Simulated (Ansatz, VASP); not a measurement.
# Al (Al(100)) in two plane-wave programs

Wanted: the spread between two codes on one cell, functional and k mesh. Of the first pair: The structure shown is the start of the Ansatz relaxation below; VASP solves that cell, so the two are compared at the walk's first step.

Method: plane waves, with VASP 6.6.1 beside it; PBEsol, in Ansatz 0.2.0.

### Step 1. The starting structure

The cell holds 4 atoms: 4 Al. Cell: a = 2.864 Å, b = 2.864 Å, c = 24.075 Å, α = 90.0°, β = 90.0°, γ = 90.0°. Vacuum lies along c.

### Step 2. Ansatz: relaxation, PBEsol

Ansatz runs on its default PAW (the set named soft_2) files.

The two programs are compared at the cell with which this relaxation starts, whose forces are those of its first step.

File input.yaml:

```yaml
crystal:
  lattice:
    - [2.8637824638, 0.0, 0.0]
    - [0.0, 2.8637824638, 0.0]
    - [0.0, 0.0, 24.075]
  atoms:
    - { symbol: Al, position: [0.5, 0.5, 0.3738317757] }
    - { symbol: Al, position: [0.0, 0.0, 0.4579439252] }
    - { symbol: Al, position: [0.5, 0.5, 0.5420560748] }
    - { symbol: Al, position: [0.0, 0.0, 0.6261682243] }
kpoints:
  mp_grid: { grid: [10, 10, 1] }
hamiltonian:
  xc: pbesol
scf:
  occupations: { method: fermi_dirac, width: 0.1 }
  convergence: { dr2_threshold: 1.0e-08 }
efield:
  axis: 3
  dipole_correction: true
  ramp_position: 0.97
  ramp_width: 0.06
relax:
  f_tol: 0.02
  max_steps: 60
  constraints: [{ sites: [0, 1] }]
output:
  write_potential: true
  write_density: true
  volumetric_format: npy
```

Started as:

```bash
ansatz run input.yaml --threads 4 --pin off --max-ram 6144MiB --backend cpu --events-out ev --progress --plain --runs-dir out
```

Numbers of over 12 decimals in the logs are rounded to 6 here.

What it wrote:

```text
Engine: ansatz 0.2.0, aarch64-unknown-linux-gnu
Pseudopotentials: kind: paw
Pseudopotential: Al, paw, valence charge 3, recommended cutoff 420 eV (normal), Al.paw.azcp
Functional definition: PBEsol
  exchange = pbesol_x
  correlation = pbesol_c
Crystal: 4 atoms, lattice volume = 197.445 Å³
Basis set: ecut = 420 eV, 3877 PW (Γ), exchange–correlation on 40×40×324 points (8 copies of the dense FFT grid, shifted against one another)
Bands: 10, of which v1, the nominal top of the filled ones, is band 6 counted from 1 (5 counted from 0)
Symmetry: 8 space group operations
k-points: 21 of 100
Non-local potential: Al, projectors of the file, l = 0: 2, l = 1: 2, l = 2: 1
PAW form: soft (Blöchl's): semilocal exchange-correlation on the pseudo side does not see the compensation charge
PAW frozen core: Al, regenerated for the run's functional, and the local potential with it (the file was generated under x = pbe(κ = 0.804, μ = 0.219515), c = pbe(β = 0.066725))
PAW one-centre angular grid: Al, 110 points (default); XC on 64 Gauss nodes
Initial density: superposition of atomic densities (neutral atoms: chi_scale 0, normalization atom), corrected by the library's trained network
Initial wavefunctions: pseudopotential atomic-orbital guess
Functional: x = pbesol(κ = 0.804, μ = 0.123457), c = pbesol(β = 0.046)
SCF iter   1: F=—  HF=-2097.042204 eV  |F-HF|=—  |Δ(HF+E_count)|=         —  Δρ=1.27e-3  dr2=5.51e-3  ethr=1.77e-3  p=0.000 e·Å  D=4.85e-14 V/Å  ΔV_dip=-0.00 eV  dr2_dipole=3.20e-9  V_vac-E_F(+/−)=4.23/4.23 eV  ⟨swp⟩=7.9  Hψ=1859  notcnv=0
efield: sawtooth ramp at fractional position 0.9700 (set: `efield.ramp_position`, or a place that a band, a saddle search or an elastic batch's reference lends), width 0.0600; the density the first Hamiltonian is built on has a dipole p = 0.000 e·Å; the dipole correction subtracts the counter field D = 4.85e-14 V/Å, which shifts the + side's vacuum level by -0.00 eV against the − side's; the planar-averaged density in the ramp window peaks in size at 7.4e-6 e/Å³
preconditioner: auto → LDOS  [metal: Δε(μ)=0.080 eV  Ē_g=6.207 eV  σ=0.100 eV  W_gap=0.20  n_scr=12 (ndim 8)  ℏωp=9.2 eV  f_vac=0.539  D(μ)=2.23/eV (n_scr^D=10)  β→1.0]
SCF iter   2: F=—  HF=-2097.042102 eV  |F-HF|=—  |Δ(HF+E_count)|=   1.03e-4  Δρ=3.86e-4  dr2=5.93e-4  ethr=4.59e-5  p=0.000 e·Å  D=1.94e-5 V/Å  ΔV_dip=-0.00 eV  dr2_dipole=8.70e-9  V_vac-E_F(+/−)=4.38/4.38 eV  ⟨swp⟩=2.6  Hψ=526  notcnv=0
SCF iter   3: F=—  HF=-2097.042230 eV  |F-HF|=—  |Δ(HF+E_count)|=   1.29e-4  Δρ=1.09e-4  dr2=5.80e-5  ethr=4.94e-6  p=0.000 e·Å  D=4.37e-6 V/Å  ΔV_dip=-0.00 eV  dr2_dipole=5.91e-10  V_vac-E_F(+/−)=4.39/4.39 eV  ⟨swp⟩=2.5  Hψ=358  notcnv=0
SCF iter   4: F=—  HF=-2097.042241 eV  |F-HF|=—  |Δ(HF+E_count)|=   1.05e-5  Δρ=2.58e-5  dr2=1.79e-6  ethr=4.83e-7  p=0.000 e·Å  D=8.54e-7 V/Å  ΔV_dip=-0.00 eV  dr2_dipole=1.12e-10  V_vac-E_F(+/−)=4.39/4.39 eV  ⟨swp⟩=2.4  Hψ=354  notcnv=0
SCF iter   5: F=—  HF=-2097.042241 eV  |F-HF|=—  |Δ(HF+E_count)|=   1.15e-7  Δρ=5.64e-6  dr2=1.21e-7  ethr=1.49e-8  p=0.000 e·Å  D=2.65e-7 V/Å  ΔV_dip=-0.00 eV  dr2_dipole=6.56e-12  V_vac-E_F(+/−)=4.39/4.39 eV  ⟨swp⟩=2.7  Hψ=354  notcnv=0
SCF iter   6: F=-2097.042241 eV  HF=-2097.042241 eV  |F-HF|=5.83e-9  |Δ(HF+E_count)|=   1.58e-7  Δρ=8.69e-7  dr2=1.48e-9  ethr=8.33e-11  p=-0.000 e·Å  D=-2.18e-9 V/Å  ΔV_dip=0.00 eV  dr2_dipole=1.84e-14  V_vac-E_F(+/−)=4.39/4.39 eV  ⟨swp⟩=10.2  Hψ=1512  notcnv=0
SCF 1 converged in 6 iterations: F = -2097.042241 eV  dr2 = 1.48e-9
  greatest PAW one-centre occupation: 0.478 electrons in one spin orbital (limit 2), on the Al atom at site 3 (counted from 0), in its partial waves of l = 0
relax step   1: F+E_penalty+E_count = -2097.04224118 eV  Δ(F+E_penalty+E_count) = +0.000e0 eV  max|allowed force component| = 1.107e-1 eV/Å  Δτ_max = 0.0000 Å  (6 SCF iters, accepted)
[...]
relax step   2: F+E_penalty+E_count = -2097.04885731 eV  Δ(F+E_penalty+E_count) = -6.616e-3 eV  max|allowed force component| = 4.423e-2 eV/Å  Δτ_max = 0.1327 Å  (7 SCF iters, accepted)
[...]
relax step   3: F+E_penalty+E_count = -2097.05027380 eV  Δ(F+E_penalty+E_count) = -1.416e-3 eV  max|allowed force component| = 1.170e-2 eV/Å  Δτ_max = 0.0459 Å  (6 SCF iters, accepted)
NSCF: frozen V_eff on 21 k-points
the search or the solves at the SCF's close seem to have found levels that the self-consistency loop had missed (the run counts 1). By its estimate they hold under 1e-12 electrons; where the run keeps them, the occupations were computed again with them
WARN: The output density's exchange-correlation potential varies sharply where the density is thin. Do not read a vacuum level from v_tot or v_xc, or from such a field of the output density. On a cell that repeats whose density bears no net charge and no dipole along the vacuum's axis use v_es (v_loc + v_h of the components); under efield.dipole_correction with no amplitude use v_es + v_field, which holds any externa [...]
SCF converged after 6 iterations
Free energy (F): -2097.050274 eV
Harris-Foulkes:  -2097.050274 eV  (|F-HF|=5.94e-9)
Internal energy: -2096.980000 eV  (E = F + TS)
E sigma→0 (E₀):  -2097.015137 eV
Entropy (-TS):   -0.070274 eV (-17.568 meV/atom)
Fermi energy:    -0.212327 eV
Dipole field:    D = 0.000332 V/Å  (p = 0.000362 e·Å, saw-weighted, corrected)
Work function:   Φ+ = 4.3745 eV   Φ− = 4.3825 eV
Levels:          The Fermi level and band energies are counted from a zero that moves with the ramp; work functions are not
--- Per-component energies (eV) ---
  E_band       = -50.844790
  E_kinetic    = 85.416303
  E_local      = -2722.474396  (includes V_loc(G=0)·N_el)
  E_nonlocal   = 41.989462
  E_hartree    = 1335.249263
  E_xc         = -154.130644
  E_vxc        = -112.066301  (∫ρ·V_xc dr)
  E_paw        = -1818.526007  (= ΣΔE_a)
  E_vpaw       = -14.207393  (= ΣTr[D̂ρ^β])
  E_aug_tail   = -0.000010  (compensation charges beyond the density's cutoff)
  E_efield     = 0.000000  (sawtooth field / dipole correction)
  E_vefield    = -0.000147  (∫n·V_field dr)
  E_ewald      = 1135.419474
  E_core_change = 0.076556  (= ΣΔE_core)
  E_smearing   = -0.070274  (= −TS)
  E_closure    = -0.000000  (closes the sum)
  Σ components = -2097.050274   (vs F -2097.050274, Δ=0.00e0)
--- Forces (eV/Å), atoms counted from 1 ---
  atom   1  Al    -0.00000000     0.00000000    -0.08436633
  atom   2  Al     0.00000000     0.00000000     0.06836278
  atom   3  Al     0.00000000     0.00000000     0.01170033
  atom   4  Al    -0.00000000     0.00000000     0.00429394
  max |Σ_I F_I| component: 9.28e-6 eV/Å
--- Band table (eV; the first three rows and the last of 21) ---
  k-point 0: bands = ["-10.7411", "-9.4224", "-7.2702", "-4.5225", "-2.2037", "1.1601", "3.2740", "4.1711", "4.3731", "5.5477"]
  k-point 1: bands = ["-10.5613", "-9.2440", "-7.0937", "-4.3468", "-2.0363", "1.3219", "3.0563", "3.4440", "4.2434", "4.3526"]
  k-point 2: bands = ["-10.0234", "-8.7103", "-6.5656", "-3.8220", "-1.5367", "0.2978", "1.5481", "1.8665", "3.6265", "3.9945"]
  k-point 20: bands = ["-2.5950", "-2.5950", "-1.3853", "-1.3853", "-1.2986", "-1.2749", "0.0642", "0.0859", "0.6450", "0.6450"]
--- Relaxed structure (3 steps of the walk, 3 accepted, 0 SCFs on fresh bases) ---
  F+E_penalty+E_count = -2097.05027380 eV   max|allowed force component| = 1.170e-2 eV/Å
  atoms:
    - { symbol: Al, position: [0.5, 0.5, 0.373832] }
    - { symbol: Al, position: [0.0, 0.0, 0.457944] }
    - { symbol: Al, position: [0.5, 0.5, 0.544576] }
    - { symbol: Al, position: [0, 0.0, 0.629776] }
```

### Step 3. VASP: single point, PBEsol, start cell, pair 1

The same cell, functional, mesh and smearing now go to VASP, with its own data sets.

Lines of VASP's logs that name or quote its potential files are left out, and so is its time.

File INCAR:

```
SYSTEM = Al
PREC = Accurate
ENCUT = 400
EDIFF = 1E-06
NELM = 120
ISMEAR = -1
SIGMA = 0.1
LREAL = .FALSE.
ALGO = Normal
GGA = PS
NBANDS = 12
LORBIT = 11
LWAVE = .FALSE.
LCHARG = .FALSE.
ISIF = 2
LDIPOL = .TRUE.
IDIPOL = 3
DIPOL = 0.5 0.5 0.5
LVHAR = .TRUE.
LASPH = .TRUE.
GGA_COMPAT = .FALSE.
NELMDL = -8
```

File POSCAR:

```
Al
1.0
    2.8637824638      0.0000000000      0.0000000000
    0.0000000000      2.8637824638      0.0000000000
    0.0000000000      0.0000000000     24.0750000000
Al
4
Direct
    0.4999999190      0.4999999190      0.3738317757
    0.9999999190      0.9999999190      0.4579439252
    0.4999999190      0.4999999190      0.5420560748
    0.9999999190      0.9999999190      0.6261682243
```

File KPOINTS:

```
Automatic mesh
0
Gamma
10 10 1
0 0 0
```

Potentials, in the order of the species: Al (PBE family, release 64).

Started as:

```bash
mpirun -np 1 vasp_std
```

What it wrote:

```text
[banner, memory and clock lines left out]
running    1 mpi-ranks, on    1 nodes
 distrk:  each k-point on    1 cores,    1 groups
 distr:  one band on    1 cores,    1 groups

 POSCAR found type information on POSCAR Al
 POSCAR found :  1 types and       4 ions
|                                                                             |
|               ----> ADVICE to this user running VASP <----                  |
|                                                                             |
|     You enforced a specific xc type in the INCAR file but a different       |
|     [... a line on the potential file left out ...]
|     I HOPE YOU KNOW WHAT YOU ARE DOING!                                     |
|                                                                             |

 LDA part: xc-table for (Slater+PW92), standard interpolation
 POSCAR, INCAR and KPOINTS ok, starting setup
 FFT: planning ... GRIDC
 FFT: planning ... GRID_SOFT
 FFT: planning ... GRID
 WAVECAR not read
 entering main loop
       N       E                     dE             d eps       ncg     rms          rms(c)
DAV:   1     0.279257894268E+02    0.27926E+02   -0.33955E+03   504   0.571E+02
DAV:   2    -0.140144150518E+02   -0.41940E+02   -0.39254E+02   732   0.101E+02
DAV:   3    -0.158067203797E+02   -0.17923E+01   -0.17457E+01   672   0.210E+01
DAV:   4    -0.158605666507E+02   -0.53846E-01   -0.53802E-01   740   0.481E+00
DAV:   5    -0.158642208724E+02   -0.36542E-02   -0.36541E-02   844   0.108E+00
DAV:   6    -0.158643022813E+02   -0.81409E-04   -0.81408E-04   832   0.142E-01
DAV:   7    -0.158643050838E+02   -0.28025E-05   -0.28024E-05   836   0.229E-02
DAV:   8    -0.158643051750E+02   -0.91192E-07   -0.91481E-07   608   0.402E-03    0.300E+00
DAV:   9    -0.153195539599E+02    0.54475E+00   -0.21203E+00   528   0.555E+00    0.166E+00
DAV:  10    -0.152451209815E+02    0.74433E-01   -0.24689E-01   580   0.240E+00    0.899E-01
DAV:  11    -0.152173543521E+02    0.27767E-01   -0.79360E-02   628   0.126E+00    0.249E-01
DAV:  12    -0.152165322153E+02    0.82214E-03   -0.12233E-02   596   0.559E-01    0.158E-01
DAV:  13    -0.152159310520E+02    0.60116E-03   -0.34641E-03   604   0.292E-01    0.615E-02
DAV:  14    -0.152159833853E+02   -0.52333E-04   -0.15675E-03   584   0.188E-01    0.341E-02
[...]
DAV:  18    -0.152174513022E+02   -0.66043E-04   -0.89203E-06   572   0.156E-02    0.605E-03
DAV:  19    -0.152175030920E+02   -0.51790E-04   -0.47506E-06   524   0.869E-03    0.108E-03
DAV:  20    -0.152175150883E+02   -0.11996E-04   -0.18036E-06   512   0.536E-03    0.610E-04
DAV:  21    -0.152175204848E+02   -0.53965E-05   -0.30923E-07   436   0.243E-03    0.438E-04
DAV:  22    -0.152175312230E+02   -0.10738E-04   -0.80414E-07   484   0.224E-03    0.362E-04
DAV:  23    -0.152175332359E+02   -0.20129E-05   -0.32832E-08   428   0.725E-04    0.221E-04
DAV:  24    -0.152175352739E+02   -0.20380E-05   -0.93683E-08   392   0.765E-04    0.154E-04
DAV:  25    -0.152175352904E+02   -0.16531E-07   -0.28071E-09   420   0.255E-04
   1 F= -.15217535E+02 E0= -.15180796E+02  d E =-.734778E-01
```

(Part 1 of 2 ends here.)

[Lines on the potential files, build, host, timing and source positions are cut from VASP's logs without a mark.]

[Logs are printed without paths, hosts, clocks, repeated set-up lines and the standing remarks that a program may print on its own settings, such as how far it seeks lower states.]

[Hosts, paths, dates, database ids (printed as entryN), source tags and the programs' standing remarks are cut or masked in the printed files.]
